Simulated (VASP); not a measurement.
Output of a VASP run:

File OSZICAR:
```
       N       E                     dE             d eps       ncg     rms           ort
DAV:   1     0.135786788633E+03    0.13579E+03   -0.94148E+03  2376   0.156E+03
DAV:   2    -0.411849836919E+01   -0.13991E+03   -0.12847E+03  2376   0.440E+02
DAV:   3    -0.127348776988E+02   -0.86164E+01   -0.79892E+01  2376   0.941E+01
DAV:   4    -0.129493564668E+02   -0.21448E+00   -0.21104E+00  2376   0.155E+01
DAV:   5    -0.129518284226E+02   -0.24720E-02   -0.24710E-02  2376   0.142E+00
SDA:   6    -0.240591785821E+02   -0.11107E+02   -0.24710E-02  2376   0.900E+00   0.000E+00
CGA:   7    -0.244863175801E+02   -0.42714E+00   -0.42082E+00  2376   0.643E-01   0.159E-01
CGA:   8    -0.245114697430E+02   -0.25152E-01   -0.24667E-01  2376   0.966E-02   0.391E-02
CGA:   9    -0.245168058872E+02   -0.53361E-02   -0.53896E-02  2376   0.216E-02  -0.196E-03
CGA:  10    -0.245176912520E+02   -0.88536E-03   -0.87478E-03  2376   0.185E-03   0.760E-04
CGA:  11    -0.245177699275E+02   -0.78676E-04   -0.76538E-04  2376   0.125E-04   0.187E-04
CGA:  12    -0.245177767240E+02   -0.67965E-05   -0.69736E-05  2376   0.230E-05  -0.851E-06
CGA:  13    -0.245177776803E+02   -0.95622E-06   -0.10495E-05  2376   0.513E-06  -0.532E-06
SDA:  14    -0.245177785097E+02   -0.82944E-06   -0.82830E-06  2376   0.825E-06  -0.475E-06
 trl  15    -0.245177784904E+02    0.19301E-07   -0.72281E-07  2376   0.825E-06   0.485E-06
SDA:  16    -0.245177784481E+02    0.61601E-07   -0.72281E-07  2376   0.142E-06   0.315E-06
   1 F= -.24517778E+02 E0= -.24516792E+02  d E =-.197296E-02
       N       E                     dE             ncg
```

File OUTCAR:
```
------------------------ aborting loop because EDIFF is reached ----------------------------------------
  FORCE on cell =-STRESS in cart. coord.  units (eV):
  Direction    XX          YY          ZZ          XY          YZ          ZX
  --------------------------------------------------------------------------------------
  Total       -0.0592476     -0.0592476      0.1199622      0.0000000      0.0000000      0.0000000
  in kB       -3.3712746     -3.3712736      6.8260180      0.0000000      0.0000000      0.0000000
  external PRESSURE =       0.0278233 kB  Pullay stress =       0.0000000 kB
  volume of cell :       28.16
      direct lattice vectors                 reciprocal lattice vectors
     1.370692113 -2.374108024  0.000000000     0.364779220 -0.210605413  0.000000000
     1.370692113  2.374108024  0.000000000     0.364779220  0.210605413  0.000000000
     0.000000000  0.000000000  4.326304757     0.000000000  0.000000000  0.231144142
 POSITION                                       TOTAL-FORCE (eV/Angst)
 -----------------------------------------------------------------------------------
      1.37069      0.79137      1.08158         0.000000     -0.000000      0.000000
      1.37069     -0.79137      3.24473        -0.000000      0.000000      0.000000
 -----------------------------------------------------------------------------------
    total drift:                                0.000000      0.000022     -0.000020
  FREE ENERGIE OF THE ION-ELECTRON SYSTEM (eV)
  ---------------------------------------------------
  free  energy   TOTEN  =       -24.5177784481 eV

  energy  without entropy=      -24.5158054891  energy(sigma->0) =      -24.51679197

 total charge

# of ion       s       p       d       tot
------------------------------------------
    1        0.673   0.790   6.008   7.472
    2        0.673   0.790   6.008   7.472
--------------------------------------------------
tot          1.347   1.581  12.017  14.944
```
(Selected blocks of OUTCAR.)

File POSCAR:
```
Os
1
    1.3706921126    -2.3741080238     0.0000000000
    1.3706921126     2.3741080238    -0.0000000000
    0.0000000000     0.0000000000     4.3263047574
Os
2
Direct
  0.3333330000   0.6666670000   0.2500000000
  0.6666670000   0.3333330000   0.7500000000
```

### Question
Write an INCAR and KPOINTS that could have produced this output.

### Answer
Several could match; the one computed here: the input of the run itself, TPSS meta-GGA, plane waves, VASP's PBE PAW potentials (set 64).

File KPOINTS_OPT:
```
k-points along high-symmetry lines
6
Line-mode
Reciprocal
  0.000000   0.000000   0.000000 ! GAMMA
  0.000000   0.500000   0.000000 ! M

  0.000000   0.500000   0.000000 ! M
 -0.333333   0.666667   0.000000 ! K

 -0.333333   0.666667   0.000000 ! K
  0.000000   0.000000   0.000000 ! GAMMA

  0.000000   0.000000   0.000000 ! GAMMA
  0.000000   0.000000   0.500000 ! A

  0.000000   0.000000   0.500000 ! A
  0.000000   0.500000   0.500000 ! L

  0.000000   0.500000   0.500000 ! L
 -0.333333   0.666667   0.500000 ! H

 -0.333333   0.666667   0.500000 ! H
  0.000000   0.000000   0.500000 ! A

  0.000000   0.500000   0.500000 ! L
  0.000000   0.500000   0.000000 ! M

 -0.333333   0.666667   0.500000 ! H
 -0.333333   0.666667   0.000000 ! K
```

INCAR:
```
# general
SYSTEM   =  Os
PREC     =  Accurate
ENCUT    =  520
LREAL    =  F
LASPH    =  T

# electronic loop
EDIFF    =  1E-7
NELM     =  200
ALGO     =  All
LMAXMIX  =  6
LMIXTAU  =  T

# smearing
ISMEAR   =  0
SIGMA    =  0.05

# functional
METAGGA  =  TPSS

# ions
ISIF     =  2

# output
LWAVE    =  F
LCHARG   =  F
LORBIT   =  11
NEDOS    =  601
```

File KPOINTS:
```
kpoints
0
Gamma
  17 17 10
0 0 0
```

POTCAR, in this order: Os (PBE.64 set). Program: vasp_std.

The compound is Os in the hcp structure. It was relaxed first.
